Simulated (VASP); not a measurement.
Output of a VASP run:

### OUTCAR
```
 ion  position               nearest neighbor table
   1  0.000  0.000  0.000-
  LATTYP: Found a face centered cubic cell.
 ALAT       =     3.9765280000
 Subroutine PRICEL returns:
 Original cell was already a primitive cell.
 Subroutine GETGRP returns: Found 48 space group operations
The static configuration has the point symmetry O_h .
The dynamic configuration has the point symmetry O_h .
 Subroutine INISYM returns: Found 48 space group operations
 Subroutine IBZKPT returns following result:
 Found     56 irreducible k-points:

 Following reciprocal coordinates:
            Coordinates               Weight
  0.000000  0.000000  0.000000      1.000000
  0.090909  0.000000  0.000000      8.000000
  0.181818  0.000000  0.000000      8.000000
  0.272727  0.000000  0.000000      8.000000
  0.363636  0.000000  0.000000      8.000000
  0.454545  0.000000  0.000000      8.000000
  0.090909  0.090909  0.000000      6.000000
  0.181818  0.090909  0.000000     24.000000
  0.272727  0.090909  0.000000     24.000000
  0.363636  0.090909  0.000000     24.000000
  0.454545  0.090909  0.000000     24.000000
 -0.454545  0.090909  0.000000     24.000000
 -0.363636  0.090909  0.000000     24.000000
 -0.272727  0.090909  0.000000     24.000000
 -0.181818  0.090909  0.000000     24.000000
 -0.090909  0.090909  0.000000     12.000000
  0.181818  0.181818  0.000000      6.000000
  0.272727  0.181818  0.000000     24.000000
  0.363636  0.181818  0.000000     24.000000
  0.454545  0.181818  0.000000     24.000000
 -0.454545  0.181818  0.000000     24.000000
 -0.363636  0.181818  0.000000     24.000000
 -0.272727  0.181818  0.000000     24.000000
 -0.181818  0.181818  0.000000     12.000000
  0.272727  0.272727  0.000000      6.000000
  0.363636  0.272727  0.000000     24.000000
  0.454545  0.272727  0.000000     24.000000
 -0.454545  0.272727  0.000000     24.000000
 -0.363636  0.272727  0.000000     24.000000
 -0.272727  0.272727  0.000000     12.000000
  0.363636  0.363636  0.000000      6.000000
  0.454545  0.363636  0.000000     24.000000
 -0.454545  0.363636  0.000000     24.000000
 -0.363636  0.363636  0.000000     12.000000
  0.454545  0.454545  0.000000      6.000000
 -0.454545  0.454545  0.000000     12.000000
  0.272727  0.181818  0.090909     24.000000
  0.363636  0.181818  0.090909     48.000000
  0.454545  0.181818  0.090909     48.000000
 -0.454545  0.181818  0.090909     48.000000
   k-points           NKPTS =     56   k-points in BZ     NKDIM =     56   number of bands    NBANDS=      5
   number of dos      NEDOS =    301   number of ions     NIONS =      1
   total plane-waves  NPLWV =   1728
   dimension x,y,z NGX =    12 NGY =   12 NGZ =   12
   dimension x,y,z NGXF=    24 NGYF=   24 NGZF=   24
   ions per type =               1
   PREC   = accura    normal or accurate (medium, high low for compatibility)
   ISTART =      0    job   : 0-new  1-cont  2-samecut
   ICHARG =      2    charge: 1-file 2-atom 10-const
   ISPIN  =      1    spin polarized calculation?
   LNONCOLLINEAR =      F non collinear calculations
   LSORBIT =      F    spin-orbit coupling
   INIWAV =      1    electr: 0-lowe 1-rand  2-diag
   ENCUT  =  180.0 eV  13.23 Ry    3.64 a.u.   3.08  3.08  3.08*2*pi/ulx,y,z
   NELM   =    100;   NELMIN=  2; NELMDL= -5     # of ELM steps
   EDIFF  = 0.1E-05   stopping-criterion for ELM
   LREAL  =      F    real-space projection
   NLSPLINE    = F    spline interpolate recip. space projectors
   LMAXMIX     =    2 max onsite mixed and CHGCAR
   VOSKOWN=      0    Vosko Wilk Nusair interpolation
   EDIFFG = 0.1E-04   stopping-criterion for IOM
   NSW    =      0    number of steps for IOM
   NBLOCK =      1;   KBLOCK =      1    inner block; outer block
   IBRION =     -1    ionic relax: 0-MD 1-quasi-New 2-CG
   NFREE  =      0    steps in history (QN), initial steepest desc. (CG)
...
```

OSZICAR:
```
       N       E                     dE             d eps       ncg     rms          rms(c)
DAV:   1    -0.357610075568E+01   -0.35761E+01   -0.57353E+02   685   0.139E+02
DAV:   2    -0.411228795211E+01   -0.53619E+00   -0.51257E+00   790   0.150E+01
DAV:   3    -0.411376143852E+01   -0.14735E-02   -0.14725E-02   715   0.785E-01
DAV:   4    -0.411376230919E+01   -0.87067E-06   -0.87060E-06   740   0.178E-02
DAV:   5    -0.411376231064E+01   -0.14517E-08   -0.96413E-09   695   0.456E-04    0.195E+00
DAV:   6    -0.409604985007E+01    0.17712E-01   -0.18295E-03   675   0.253E-01    0.109E+00
DAV:   7    -0.408387469943E+01    0.12175E-01   -0.50892E-03   665   0.419E-01    0.200E-01
DAV:   8    -0.408383456949E+01    0.40130E-04   -0.21459E-05   745   0.356E-02    0.228E-02
DAV:   9    -0.408383394432E+01    0.62517E-06   -0.35708E-07   525   0.360E-03
   1 F= -.40838339E+01 E0= -.40730764E+01  d E =-.215152E-01
```

### OUTCAR
```
------------------------ aborting loop because EDIFF is reached ----------------------------------------
  FORCE on cell =-STRESS in cart. coord.  units (eV):
  Direction    XX          YY          ZZ          XY          YZ          ZX
  --------------------------------------------------------------------------------------
  Total        0.2809876      0.2809876      0.2809876      0.0000000      0.0000000     -0.0000000
  in kB       28.6381951     28.6381951     28.6381951      0.0000000      0.0000000     -0.0000000
  external PRESSURE =      28.6381951 kB  Pullay stress =       0.0000000 kB
  volume of cell :       15.72
      direct lattice vectors                 reciprocal lattice vectors
     0.000000000  1.988264000  1.988264000    -0.251475659  0.251475659  0.251475659
     1.988264000  0.000000000  1.988264000     0.251475659 -0.251475659  0.251475659
     1.988264000  1.988264000  0.000000000     0.251475659  0.251475659 -0.251475659
 POSITION                                       TOTAL-FORCE (eV/Angst)
 -----------------------------------------------------------------------------------
      0.00000      0.00000      0.00000        -0.000000     -0.000000     -0.000000
 -----------------------------------------------------------------------------------
    total drift:                               -0.000000     -0.000000     -0.000000
  FREE ENERGIE OF THE ION-ELECTRON SYSTEM (eV)
  ---------------------------------------------------
  free  energy   TOTEN  =        -4.0838339443 eV

  energy  without entropy=       -4.0623187924  energy(sigma->0) =       -4.07307637
```
(Selected blocks of OUTCAR.)

**POSCAR**
```
Al
1
    0.0000000000     1.9882640000     1.9882640000
    1.9882640000     0.0000000000     1.9882640000
    1.9882640000     1.9882640000     0.0000000000
Al
1
Direct
  0.0000000000   0.0000000000   0.0000000000
```

### Question
Reconstruct the remaining input files.

### Answer
Several could match; the one computed here: the input of the run itself, PBEsol GGA, plane waves, VASP's PBE PAW potentials (set 64).

**KPOINTS**
```
Automatic
0
G
  11 11 11
0 0 0
```

**INCAR**
```
! general
SYSTEM  =  Al
PREC    =  Accurate
ENCUT   =  180
LREAL   =  .FALSE.
LASPH   =  .TRUE.

! electronic loop
EDIFF   =  1E-6
NELM    =  100
ALGO    =  Normal

! smearing
ISMEAR  =  -1
SIGMA   =  0.136

! functional
GGA     =  PS

! ions
ISIF    =  2

! output
LWAVE   =  .FALSE.
LCHARG  =  .FALSE.
```

POTCAR, in this order: Al (PBE.64 set). Program: vasp_std.

At this cut-off the stress carries a Pulay error, which pulls relaxed volumes low.

The structure comes from a computed database's Al entry; how it stands against other phases isn't given here. The cell was not relaxed at this level, and its volume differs by -8.7 % from the start's. The run is one of a series of settings (ENCUT = 180 against the base run), some of them coarse on purpose.
